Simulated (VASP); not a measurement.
Level of theory: PBEsol GGA, VASP's PBE PAW potentials (set 64) (plane waves; VASP).

VASP input:

**POSCAR**
```
Ag(111) slab
24.2114630
  0.1183069639   0.0000000000   0.0000000000
 -0.0591534615   0.1024568161   0.0000000000
  0.0000000000   0.0000000000   0.9999999898
Ag
4
Cartesian
  0.0000000000   0.0000000000   0.3555624048
  0.0591535479   0.0341522379   0.4516271342
 -0.0000000455   0.0683045782   0.5483728556
  0.0000000000   0.0000000000   0.6444375850
```

KPOINTS:
```
Automatic mesh
0
Gamma
11 11 1
0 0 0
```

INCAR:
```
GGA = PS   ! PBEsol
EDIFF = 1E-6   ! SCF stop (eV)
LCHARG = .False.
LORBIT = 11   ! lm-projected
LMAXMIX = 4   ! l cut-off of mixed one-centre charges
LVHAR = .True.
ALGO = Normal   ! blocked Davidson
SIGMA = 0.1
ISMEAR = 1
LDIPOL = .True.
IDIPOL = 3
LWAVE = .False.
DIPOL = 0.5 0.5 0.5
NELMIN = 4
LASPH = .True.   ! aspherical one-centre terms
SYSTEM = Ag(111) slab
ENCUT = 400   ! plane-wave cut-off (eV)
NELM = 100   ! most electronic steps
PREC = Normal
LREAL = .False.   ! projection in real space or not
```

POTCAR, in this order: Ag (PBE.64 set). Program: vasp_std. Read from the step before: WAVECAR.

The run wrote:

**OUTCAR**
```
 ion  position               nearest neighbor table
   1  0.000  0.000  0.356-   2 2.85   2 2.85   2 2.85
   2  0.667  0.333  0.452-   1 2.85   1 2.85   1 2.85   3 2.87   3 2.87   3 2.87
   3  0.333  0.667  0.548-   4 2.85   4 2.85   4 2.85   2 2.87   2 2.87   2 2.87
   4  0.000  0.000  0.644-   3 2.85   3 2.85   3 2.85
  LATTYP: Found a hexagonal cell.
 ALAT       =     2.8643846789
 C/A-ratio  =     8.4525877166
 Subroutine PRICEL returns:
 Original cell was already a primitive cell.
 Subroutine GETGRP returns: Found 12 space group operations
The static configuration has the point symmetry D_3d.
The dynamic configuration has the point symmetry D_3d.
 Subroutine INISYM returns: Found 12 space group operations
 Subroutine IBZKPT returns following result:
 Found     16 irreducible k-points:

 Following reciprocal coordinates:
            Coordinates               Weight
  0.000000  0.000000  0.000000      1.000000
  0.090909  0.000000  0.000000      6.000000
  0.181818  0.000000  0.000000      6.000000
  0.272727  0.000000  0.000000      6.000000
  0.363636  0.000000  0.000000      6.000000
  0.454545  0.000000  0.000000      6.000000
  0.090909  0.090909  0.000000      6.000000
  0.181818  0.090909  0.000000     12.000000
  0.272727  0.090909  0.000000     12.000000
  0.363636  0.090909  0.000000     12.000000
  0.454545  0.090909  0.000000      6.000000
  0.181818  0.181818  0.000000      6.000000
  0.272727  0.181818  0.000000     12.000000
  0.363636  0.181818  0.000000     12.000000
  0.272727  0.272727  0.000000      6.000000
  0.363636  0.272727  0.000000      6.000000
   k-points           NKPTS =     16   k-points in BZ     NKDIM =     16   number of bands    NBANDS=     26
   number of dos      NEDOS =    301   number of ions     NIONS =      4
   total plane-waves  NPLWV =  23520
   dimension x,y,z NGX =    14 NGY =   14 NGZ =  120
   dimension x,y,z NGXF=    28 NGYF=   28 NGZF=  240
...
```

### OSZICAR
```
       N       E                     dE             d eps       ncg     rms          rms(c)
DAV:   1    -0.123721194307E+02   -0.12372E+02   -0.25169E-05   862   0.534E-02    0.561E-03
DAV:   2    -0.123721158339E+02    0.35968E-05   -0.19607E-05   828   0.701E-02    0.476E-03
DAV:   3    -0.123721157712E+02    0.62681E-07   -0.10638E-06   524   0.121E-02    0.178E-03
DAV:   4    -0.123721157789E+02   -0.76670E-08   -0.18850E-07   452   0.551E-03
   1 F= -.12372116E+02 E0= -.12371965E+02  d E =-.453123E-03
```

OUTCAR:
```
------------------------ aborting loop because EDIFF is reached ----------------------------------------
  FORCE on cell =-STRESS in cart. coord.  units (eV):
  Direction    XX          YY          ZZ          XY          YZ          ZX
  --------------------------------------------------------------------------------------
  Total       -1.2321335     -1.2321330     -0.3124483     -0.0000002      0.0000000      0.0000000
  in kB      -11.4750366    -11.4750320     -2.9098764     -0.0000023      0.0000000      0.0000000
  external PRESSURE =      -8.6199817 kB  Pullay stress =       0.0000000 kB
  volume of cell :      172.03
      direct lattice vectors                 reciprocal lattice vectors
     2.864384679  0.000000000  0.000000000     0.349115120  0.201561678  0.000000000
    -1.432191844  2.480629411  0.000000000     0.000000000  0.403123496  0.000000000
     0.000000000  0.000000000 24.211462752     0.000000000  0.000000000  0.041302750
 POSITION                                       TOTAL-FORCE (eV/Angst)
 -----------------------------------------------------------------------------------
      0.00000      0.00000      8.60869         0.000000     -0.000000      0.010254
      1.43219      0.82688     10.93455         0.000000      0.000000      0.028298
     -0.00000      1.65375     13.27691        -0.000000      0.000000     -0.028298
      0.00000      0.00000     15.60278        -0.000000      0.000000     -0.010254
 -----------------------------------------------------------------------------------
    total drift:                                0.000000      0.000000      0.000000
  FREE ENERGIE OF THE ION-ELECTRON SYSTEM (eV)
  ---------------------------------------------------
  free  energy   TOTEN  =       -12.3721157789 eV

  energy  without entropy=      -12.3716626556  energy(sigma->0) =      -12.37196474

 total charge

# of ion       s       p       d       tot
------------------------------------------
    1        0.435   0.240   9.164   9.839
    2        0.420   0.314   9.155   9.889
    3        0.420   0.314   9.155   9.889
    4        0.435   0.240   9.164   9.839
--------------------------------------------------
tot          1.710   1.107  36.639  39.456
```
(Selected blocks of OUTCAR.)

**OUTCAR**
```
 val. band max:        0.4196187525   @ k =   0.0909   0.0909   0.0000

 cond. band min:       0.5918063437   @ k =   0.3636   0.0000   0.0000


 Fermi energy:         0.4440172056

 k-point     1 :       0.0000    0.0000    0.0000
  band No.  band energies     occupation
      1      -7.1427      2.00000
      2      -6.2103      2.00000
      3      -5.8532      2.00000
      4      -5.6820      2.00000
      5      -4.3569      2.00000
      6      -4.3300      2.00000
      7      -4.3300      2.00000
      8      -4.2819      2.00000
      9      -4.2819      2.00000
     10      -4.1439      2.00000
     11      -3.9623      2.00000
     12      -3.9623      2.00000
     13      -3.9020      2.00000
     14      -3.9020      2.00000
     15      -3.2501      2.00000
     16      -3.2501      2.00000
     17      -3.0739      2.00000
     18      -3.0739      2.00000
     19      -2.9165      2.00000
     20      -2.6723      2.00000
     21      -2.6723      2.00000
     22      -2.4569      2.00000
     23      -2.4569      2.00000
     24      -0.4676      2.00000
     25       0.7174     -0.00076
     26       4.7901      0.00000

 k-point     2 :       0.0909    0.0000    0.0000
  band No.  band energies     occupation
      1      -6.9153      2.00000
      2      -6.0083      2.00000
      3      -5.6910      2.00000
      4      -5.5094      2.00000
      5      -4.4718      2.00000
      6      -4.4082      2.00000
      7      -4.3552      2.00000
      8      -4.2097      2.00000
      9      -4.1883      2.00000
     10      -4.0958      2.00000
     11      -4.0219      2.00000
     12      -3.9541      2.00000
     13      -3.8639      2.00000
     14      -3.7907      2.00000
     15      -3.5355      2.00000
     16      -3.2998      2.00000
     17      -3.2735      2.00000
     18      -3.0652      2.00000
     19      -2.8919      2.00000
     20      -2.7928      2.00000
     21      -2.6749      2.00000
     22      -2.4503      2.00000
...
```

The cell is a thin slab with vacuum, built from Ag (fcc): (111) face.
